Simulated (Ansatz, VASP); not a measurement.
## Two plane-wave programs on BaBi6O10

INCAR

```
SYSTEM = BaBi6O10
ALGO = Fast ; EDIFF = 1E-6
ENCUT = 520 ; GGA = PE
ISIF = 2 ; ISMEAR = 0
LASPH = .True. ; LCHARG = .True.
LELF = .True. ; LREAL = Auto
LVHAR = .True. ; LWAVE = .False.
NBANDS = 94 ; NELM = 100
PREC = Accurate ; SIGMA = 0.02
```

The input KPOINTS:

```
k-points
0
Gamma
  3 4 3
  0 0 0
```

Contents of POSCAR:

```
BaBi6O10
1.0
    7.4385790000      0.5964090000     -0.2709250000
    0.6008470000      6.6458290000     -0.0996880000
   -0.2503760000     -0.1239030000      7.4537580000
Bi O Ba
6 10 1
Direct
    0.5614708345      0.9914024361      0.0222788548
    0.5759097301      0.0322022476      0.5185944532
    0.6464139601      0.4711999182      0.9745050739
    0.0868223837      0.1266205588      0.1985928142
    0.4034747764      0.5765894771      0.4589458073
    0.9412508759      0.6988251811      0.3385903517
    0.9303652770      0.3705430581      0.0188618000
    0.5458444969      0.2855390337      0.1603703145
    0.5815653760      0.8195042365      0.2688384988
    0.1973268012      0.8106301530      0.3477847728
    0.8605222542      0.9245585085      0.5468617218
    0.4875841099      0.7975862467      0.6626438924
    0.2578308060      0.0442901145      0.9887687374
    0.1702625605      0.4592265125      0.5328728194
    0.6321637487      0.2704852882      0.7504628356
    0.8938272607      0.9347735091      0.1236699569
    0.0517198771      0.1856337711      0.7156115154
```

Input for Ansatz:

```yaml
crystal:
  lattice:
    - [7.438579, 0.596409, -0.270925]
    - [0.600847, 6.645829, -0.099688]
    - [-0.250376, -0.123903, 7.453758]
  atoms:
    - { symbol: Bi, position: [0.5614708345, 0.9914024361, 0.0222788548] }
    - { symbol: Bi, position: [0.5759097301, 0.0322022476, 0.5185944532] }
    - { symbol: Bi, position: [0.6464139601, 0.4711999182, 0.9745050739] }
    - { symbol: Bi, position: [0.0868223837, 0.1266205588, 0.1985928142] }
    - { symbol: Bi, position: [0.4034747764, 0.5765894771, 0.4589458073] }
    - { symbol: Bi, position: [0.9412508759, 0.6988251811, 0.3385903517] }
    - { symbol: O, position: [0.930365277, 0.3705430581, 0.0188618] }
    - { symbol: O, position: [0.5458444969, 0.2855390337, 0.1603703145] }
    - { symbol: O, position: [0.581565376, 0.8195042365, 0.2688384988] }
    - { symbol: O, position: [0.1973268012, 0.810630153, 0.3477847728] }
    - { symbol: O, position: [0.8605222542, 0.9245585085, 0.5468617218] }
    - { symbol: O, position: [0.4875841099, 0.7975862467, 0.6626438924] }
    - { symbol: O, position: [0.257830806, 0.0442901145, 0.9887687374] }
    - { symbol: O, position: [0.1702625605, 0.4592265125, 0.5328728194] }
    - { symbol: O, position: [0.6321637487, 0.2704852882, 0.7504628356] }
    - { symbol: O, position: [0.8938272607, 0.9347735091, 0.1236699569] }
    - { symbol: Ba, position: [0.0517198771, 0.1856337711, 0.7156115154] }
basis:
  ecutwfc: 420
kpoints:
  mp_grid: { grid: [3, 4, 3] }
hamiltonian:
  xc: pbe
scf:
  occupations: { method: gaussian, width: 0.02 }
  n_extra_bands: 8
output:
  forces: true
  stress: true
  eigenvalues: true
  populations: true
  dos:
    method: { smearing: { sigma: 0.1, scheme: gaussian } }
    projected: true
    de: 0.02
  write_density: true
  write_potential: true
  elf: true
  volumetric_format: npy
```

Alike in both runs: task single point; functional PBE; k mesh 3 × 4 × 3; occupations gaussian, width 0.02 eV; no spin polarisation.

```csv
,VASP,Ansatz
version,VASP 6.6.1,Ansatz 0.2.0
potentials or method,"VASP PAW PBE potentials, release 64 (Bi_d, O, Ba_sv)","scalar-relativistic, plane waves, PAW"
plane-wave cutoff (eV),520,420
valence electrons in the cell,160,160
```

Ansatz gave:

| Quantity | Value |
| --- | --- |
| gap on the k mesh at the Fermi level (eV) | 2.19 |
| least direct gap on the mesh (eV) | 2.21 |
| rms of the force components (eV/Å) | 0.081 |

Task: Estimate VASP's values.

Result: gap on the k mesh at the Fermi level (eV): 2.18; least direct gap on the mesh (eV): 2.20; rms of the force components (eV/Å): 0.083.

Atom by atom the forces differ by 0.041 eV/Å (rms over components). The functional is the same, so the differences come from potentials, cutoffs and numerics.

Caveats: spin-orbit coupling is left out, which as a rule narrows the gap of such compounds by several tenths of an eV.
